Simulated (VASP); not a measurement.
All values below come from LDA (Ceperley-Alder, Perdew-Zunger), VASP's LDA PAW potentials (set 64) (plane waves; VASP).

VASP input:

File KPOINTS:
```
K-points
0
Gamma
3 3 5
```

POSCAR:
```
MnO2
1.0
  4.4000000000   0.0000000000   0.0000000000
  0.0000000000   4.4000000000   0.0000000000
  0.0000000000   0.0000000000   2.8700000000
Mn O
2 4
Direct
  0.0000000000   0.0000000000   0.0000000000
  0.5000000000   0.5000000000   0.5000000000
  0.3050000000   0.3050000000   0.0000000000
  0.8050000000   0.1950000000   0.5000000000
  0.1950000000   0.8050000000   0.5000000000
  0.6950000000   0.6950000000   0.0000000000
```

### INCAR
```
SYSTEM = MnO2
PREC = Accurate
ENCUT = 400
EDIFF = 1E-6
NELM = 100
ALGO = Normal
LREAL = .FALSE.
LASPH = .TRUE.
ISMEAR = -1
SIGMA = 0.01
LMAXMIX = 4
LWAVE = .FALSE.
LCHARG = .FALSE.
ISIF = 3
ISPIN = 2
MAGMOM = 3.0 -3.0 0.0 0.0 0.0 0.0
LORBIT = 11
IBRION = 2
NSW = 50
EDIFFG = -0.01
```

POTCAR, in this order: Mn_pv O (LDA.64 set). Program: vasp_std.

What VASP printed:

File OUTCAR:
```
 ion  position               nearest neighbor table
   1  0.000  0.000  0.000-   4 1.88   5 1.88   4 1.88   5 1.88   3 1.90   6 1.90
   2  0.500  0.500  0.500-   3 1.88   6 1.88   3 1.88   6 1.88   5 1.90   4 1.90
   3  0.305  0.305  0.000-   2 1.88   2 1.88   1 1.90
   4  0.805  0.195  0.500-   1 1.88   1 1.88   2 1.90
   5  0.195  0.805  0.500-   1 1.88   1 1.88   2 1.90
   6  0.695  0.695  0.000-   2 1.88   2 1.88   1 1.90
  LATTYP: Found a simple tetragonal cell.
 ALAT       =     4.4000000000
 C/A-ratio  =     0.6522727273
 Subroutine PRICEL returns:
 Original cell was already a primitive cell.
 Subroutine GETGRP returns: Found 16 space group operations
The static configuration has the point symmetry D_2h.
 The point group associated with its full space group is D_4h.
The dynamic configuration has the point symmetry D_2h.
The overall configuration has the point symmetry D_2h.
 Subroutine INISYM returns: Found 16 space group operations
 Subroutine IBZKPT returns following result:
 Found      9 irreducible k-points:

 Following reciprocal coordinates:
            Coordinates               Weight
  0.000000  0.000000  0.000000      1.000000
  0.333333  0.000000  0.000000      4.000000
  0.333333  0.333333  0.000000      4.000000
  0.000000  0.000000  0.200000      2.000000
  0.333333  0.000000  0.200000      8.000000
  0.333333  0.333333  0.200000      8.000000
  0.000000  0.000000  0.400000      2.000000
  0.333333  0.000000  0.400000      8.000000
  0.333333  0.333333  0.400000      8.000000
   k-points           NKPTS =      9   k-points in BZ     NKDIM =      9   number of bands    NBANDS=     30
   number of dos      NEDOS =    301   number of ions     NIONS =      6
   total plane-waves  NPLWV =  18000
   dimension x,y,z NGX =    30 NGY =   30 NGZ =   20
   dimension x,y,z NGXF=    60 NGYF=   60 NGZF=   40
   ions per type =               2   4
   PREC   = accura    normal or accurate (medium, high low for compatibility)
   ISTART =      0    job   : 0-new  1-cont  2-samecut
...
```

OSZICAR:
```
...
DAV:   4    -0.527405219761E+02    0.19868E+01   -0.94072E+00  1080   0.351E+01    0.427E+00
DAV:   5    -0.527133542416E+02    0.27168E-01   -0.47815E-01  1124   0.561E+00    0.256E+00
DAV:   6    -0.526948157973E+02    0.18538E-01   -0.72874E-02  1264   0.210E+00    0.117E+00
DAV:   7    -0.526869385087E+02    0.78773E-02   -0.33570E-02  1092   0.124E+00    0.413E-01
DAV:   8    -0.526869054727E+02    0.33036E-04   -0.32905E-03  1236   0.654E-01    0.192E-01
DAV:   9    -0.526868223142E+02    0.83159E-04   -0.86533E-04  1166   0.253E-01    0.796E-02
DAV:  10    -0.526868315455E+02   -0.92314E-05   -0.61208E-05  1194   0.726E-02    0.499E-02
DAV:  11    -0.526868297919E+02    0.17536E-05   -0.23344E-05  1110   0.410E-02    0.228E-02
DAV:  12    -0.526868272583E+02    0.25336E-05   -0.66136E-06   960   0.361E-02    0.342E-03
DAV:  13    -0.526868272319E+02    0.26414E-07   -0.47120E-07   540   0.647E-03
   2 F= -.52686827E+02 E0= -.52686763E+02  d E =0.502387E+00  mag=    -0.0000
       N       E                     dE             d eps       ncg     rms          rms(c)
DAV:   1    -0.628923484709E+02   -0.10206E+02   -0.15987E+02  1080   0.160E+02    0.359E+01
DAV:   2    -0.762606874258E+02   -0.13368E+02   -0.23867E+02  1148   0.204E+02    0.358E+01
DAV:   3    -0.556940536687E+02    0.20567E+02   -0.32481E+01  1140   0.635E+01    0.173E+01
DAV:   4    -0.536192544396E+02    0.20748E+01   -0.94446E+00  1352   0.269E+01    0.757E+00
DAV:   5    -0.535127168578E+02    0.10654E+00   -0.98378E-01  1158   0.708E+00    0.255E+00
DAV:   6    -0.535028800067E+02    0.98369E-02   -0.58241E-02  1152   0.262E+00    0.125E+00
DAV:   7    -0.534955135563E+02    0.73665E-02   -0.33449E-02  1264   0.233E+00    0.621E-01
DAV:   8    -0.534947279399E+02    0.78562E-03   -0.32442E-03  1346   0.644E-01    0.164E-01
DAV:   9    -0.534948735930E+02   -0.14565E-03   -0.91052E-04  1380   0.290E-01    0.154E-01
DAV:  10    -0.534947534900E+02    0.12010E-03   -0.64058E-04  1300   0.345E-01    0.306E-02
DAV:  11    -0.534947672398E+02   -0.13750E-04   -0.95077E-05  1140   0.636E-02    0.347E-02
DAV:  12    -0.534947581893E+02    0.90505E-05   -0.38264E-05  1338   0.801E-02    0.990E-03
DAV:  13    -0.534947583500E+02   -0.16068E-06   -0.54124E-06  1016   0.145E-02
   3 F= -.53494758E+02 E0= -.53494433E+02  d E =-.305545E+00  mag=    -0.0000
       N       E                     dE             d eps       ncg     rms          rms(c)
DAV:   1    -0.534995831779E+02   -0.48250E-02   -0.82555E-02  1080   0.346E+00    0.694E-01
DAV:   2    -0.534984028328E+02    0.11803E-02   -0.33766E-02  1152   0.250E+00    0.627E-01
DAV:   3    -0.534954407353E+02    0.29621E-02   -0.11271E-02  1312   0.141E+00    0.186E-01
DAV:   4    -0.534952873606E+02    0.15337E-03   -0.20902E-03  1080   0.351E-01    0.675E-02
DAV:   5    -0.534952546701E+02    0.32690E-04   -0.93358E-05  1250   0.755E-02    0.311E-02
DAV:   6    -0.534952478986E+02    0.67715E-05   -0.42505E-05  1086   0.447E-02    0.159E-02
DAV:   7    -0.534952456905E+02    0.22081E-05   -0.56098E-06  1080   0.156E-02    0.391E-03
DAV:   8    -0.534952457013E+02   -0.10863E-07   -0.26595E-07   540   0.490E-03
   4 F= -.53495246E+02 E0= -.53494942E+02  d E =-.306032E+00  mag=     0.0000
       N       E                     dE             d eps       ncg     rms          rms(c)
DAV:   1    -0.535526623885E+02   -0.57417E-01   -0.17189E+01  1080   0.294E+01    0.292E+00
DAV:   2    -0.535649100789E+02   -0.12248E-01   -0.94301E-01  1200   0.114E+01    0.269E+00
DAV:   3    -0.535217338868E+02    0.43176E-01   -0.19626E-01  1386   0.599E+00    0.921E-01
DAV:   4    -0.535157147916E+02    0.60191E-02   -0.31288E-02  1152   0.154E+00    0.398E-01
DAV:   5    -0.535153559404E+02    0.35885E-03   -0.36887E-03  1220   0.421E-01    0.232E-01
DAV:   6    -0.535152657785E+02    0.90162E-04   -0.34208E-04  1168   0.205E-01    0.743E-02
DAV:   7    -0.535152567681E+02    0.90104E-05   -0.85288E-05  1214   0.654E-02    0.307E-02
DAV:   8    -0.535152551239E+02    0.16441E-05   -0.94059E-06  1132   0.268E-02    0.145E-02
DAV:   9    -0.535152547276E+02    0.39637E-06   -0.39886E-06  1104   0.133E-02
   5 F= -.53515255E+02 E0= -.53515095E+02  d E =-.200090E-01  mag=     0.0000
       N       E                     dE             d eps       ncg     rms          rms(c)
DAV:   1    -0.535225399308E+02   -0.72848E-02   -0.14910E+00  1080   0.872E+00    0.874E-01
DAV:   2    -0.535241484864E+02   -0.16086E-02   -0.84938E-02  1240   0.341E+00    0.810E-01
DAV:   3    -0.535201398659E+02    0.40086E-02   -0.15538E-02  1366   0.166E+00    0.263E-01
DAV:   4    -0.535196037816E+02    0.53608E-03   -0.29431E-03  1140   0.444E-01    0.105E-01
DAV:   5    -0.535195731696E+02    0.30612E-04   -0.32026E-04  1234   0.127E-01    0.634E-02
DAV:   6    -0.535195664705E+02    0.66990E-05   -0.31912E-05  1206   0.685E-02    0.236E-02
DAV:   7    -0.535195654918E+02    0.97879E-06   -0.73318E-06  1164   0.188E-02
   6 F= -.53519565E+02 E0= -.53519379E+02  d E =-.243198E-01  mag=    -0.0000
       N       E                     dE             d eps       ncg     rms          rms(c)
DAV:   1    -0.535342938887E+02   -0.14727E-01   -0.37660E-01  1080   0.642E+00    0.120E+00
DAV:   2    -0.535309520842E+02    0.33418E-02   -0.11590E-01  1160   0.464E+00    0.116E+00
DAV:   3    -0.535211756486E+02    0.97764E-02   -0.35089E-02  1312   0.249E+00    0.314E-01
DAV:   4    -0.535205793394E+02    0.59631E-03   -0.65389E-03  1098   0.580E-01    0.131E-01
DAV:   5    -0.535204600814E+02    0.11926E-03   -0.37572E-04  1298   0.158E-01    0.627E-02
DAV:   6    -0.535204383608E+02    0.21721E-04   -0.16177E-04  1140   0.919E-02    0.332E-02
DAV:   7    -0.535204303436E+02    0.80172E-05   -0.28099E-05  1182   0.333E-02    0.120E-02
DAV:   8    -0.535204305386E+02   -0.19501E-06   -0.15786E-06   602   0.970E-03
   7 F= -.53520431E+02 E0= -.53520221E+02  d E =-.865047E-03  mag=     0.0000
       N       E                     dE             d eps       ncg     rms          rms(c)
DAV:   1    -0.535211055761E+02   -0.67523E-03   -0.16344E-02  1080   0.134E+00    0.249E-01
DAV:   2    -0.535209341233E+02    0.17145E-03   -0.48285E-03  1160   0.941E-01    0.236E-01
DAV:   3    -0.535205362963E+02    0.39783E-03   -0.15109E-03  1320   0.517E-01    0.675E-02
DAV:   4    -0.535205073781E+02    0.28918E-04   -0.28128E-04  1104   0.129E-01    0.256E-02
DAV:   5    -0.535205029288E+02    0.44494E-05   -0.16010E-05  1234   0.307E-02    0.127E-02
DAV:   6    -0.535205019617E+02    0.96711E-06   -0.57974E-06  1006   0.184E-02
   8 F= -.53520502E+02 E0= -.53520297E+02  d E =-.936470E-03  mag=     0.0000
       N       E                     dE             d eps       ncg     rms          rms(c)
DAV:   1    -0.535238490513E+02   -0.33461E-02   -0.13712E-01  1080   0.316E+00    0.509E-01
DAV:   2    -0.535219115859E+02    0.19375E-02   -0.86272E-03  1146   0.117E+00    0.306E-01
DAV:   3    -0.535212815748E+02    0.63001E-03   -0.38642E-03  1400   0.788E-01    0.234E-01
DAV:   4    -0.535208361729E+02    0.44540E-03   -0.13483E-03  1214   0.428E-01    0.661E-02
DAV:   5    -0.535208325105E+02    0.36624E-05   -0.10982E-04  1164   0.804E-02    0.311E-02
DAV:   6    -0.535208274492E+02    0.50613E-05   -0.12483E-05  1116   0.296E-02    0.143E-02
DAV:   7    -0.535208269567E+02    0.49247E-06   -0.13506E-06   586   0.105E-02
   9 F= -.53520827E+02 E0= -.53520615E+02  d E =-.324995E-03  mag=    -0.0000
       N       E                     dE             d eps       ncg     rms          rms(c)
DAV:   1    -0.535209546490E+02   -0.12720E-03   -0.48854E-03  1080   0.597E-01    0.963E-02
DAV:   2    -0.535208850038E+02    0.69645E-04   -0.30956E-04  1146   0.223E-01    0.583E-02
DAV:   3    -0.535208620968E+02    0.22907E-04   -0.13858E-04  1400   0.149E-01    0.444E-02
DAV:   4    -0.535208460888E+02    0.16008E-04   -0.48401E-05  1208   0.810E-02    0.125E-02
DAV:   5    -0.535208459526E+02    0.13619E-06   -0.38531E-06   978   0.152E-02
  10 F= -.53520846E+02 E0= -.53520636E+02  d E =-.343991E-03  mag=     0.0000
```

File OUTCAR:
```
------------------------ aborting loop because EDIFF is reached ----------------------------------------
  FORCE on cell =-STRESS in cart. coord.  units (eV):
  Direction    XX          YY          ZZ          XY          YZ          ZX
  --------------------------------------------------------------------------------------
  Total       -0.0484885     -0.0484885     -0.0059791     -0.0000000      0.0000000      0.0000000
  in kB       -1.5153660     -1.5153660     -0.1868586     -0.0000000      0.0000000      0.0000000
  external PRESSURE =      -1.0725302 kB  Pullay stress =       0.0000000 kB
  volume of cell :       51.27
      direct lattice vectors                 reciprocal lattice vectors
     4.292484465 -0.000000000  0.000000000     0.232965316  0.000000000  0.000000000
    -0.000000000  4.292484465  0.000000000     0.000000000  0.232965316  0.000000000
     0.000000000  0.000000000  2.782363844     0.000000000  0.000000000  0.359406625
 POSITION                                       TOTAL-FORCE (eV/Angst)
 -----------------------------------------------------------------------------------
      0.00000      0.00000      0.00000         0.000000      0.000000     -0.000000
      2.14624      2.14624      1.39118         0.000000      0.000000     -0.000000
      1.29393      1.29393      0.00000        -0.005450     -0.005450      0.000000
      3.44017      0.85231      1.39118        -0.005450      0.005450     -0.000000
      0.85231      3.44017      1.39118         0.005450     -0.005450     -0.000000
      2.99855      2.99855      0.00000         0.005450      0.005450     -0.000000
 -----------------------------------------------------------------------------------
    total drift:                                0.000000      0.000000     -0.000000
  FREE ENERGIE OF THE ION-ELECTRON SYSTEM (eV)
  ---------------------------------------------------
  free  energy   TOTEN  =       -53.5208459526 eV

  energy  without entropy=      -53.5204260469  energy(sigma->0) =      -53.52063600

 total charge

# of ion       s       p       d       tot
------------------------------------------
    1        0.390   6.546   5.080  12.016
    2        0.390   6.546   5.080  12.016
    3        1.578   3.472   0.000   5.050
    4        1.578   3.472   0.000   5.050
    5        1.578   3.472   0.000   5.050
    6        1.578   3.472   0.000   5.050
--------------------------------------------------
tot          7.091  26.982  10.159  44.233

 magnetization (x)

# of ion       s       p       d       tot
------------------------------------------
    1        0.010   0.012   1.982   2.004
    2       -0.010  -0.012  -1.982  -2.004
    3       -0.000  -0.028   0.000  -0.028
    4        0.000   0.028   0.000   0.028
    5        0.000   0.028   0.000   0.028
    6       -0.000  -0.028   0.000  -0.028
--------------------------------------------------
tot          0.000   0.000   0.000   0.000

 reached required accuracy - stopping structural energy minimisation
```
(Selected blocks of OUTCAR.)

File CONTCAR:
```
MnO2
   1.00000000000000
     4.2924844648711158   -0.0000000000000000    0.0000000000000000
    -0.0000000000000000    4.2924844648711158    0.0000000000000000
     0.0000000000000000    0.0000000000000000    2.7823638442280414
  Mn              O
     2     4
Direct
     0.0000000000000000    0.0000000000000000    0.0000000000000000
     0.5000000000000000    0.5000000000000000    0.5000000000000000
     0.3014407676126503    0.3014407676126503    0.0000000000000000
     0.8014407676126504    0.1985592323873496    0.5000000000000000
     0.1985592323873496    0.8014407676126504    0.5000000000000000
     0.6985592323873496    0.6985592323873496    0.0000000000000000
```

At this cut-off the stress carries a Pulay error, which pulls relaxed volumes low. Energy and stress use the plane-wave basis of the starting cell.

The structure is a typed MnO2 crystal. This run relaxes it. Symmetry was kept, so distortions that lower it aren't found. The k-mesh is coarse (spacing up to 0.49 per Å, 2π included), so the numbers may not be converged in it. The run is one of a series of settings (EDIFFG = -0.01, IBRION = 2, ISIF = 3, NSW = 50 against the base run), some of them coarse on purpose.
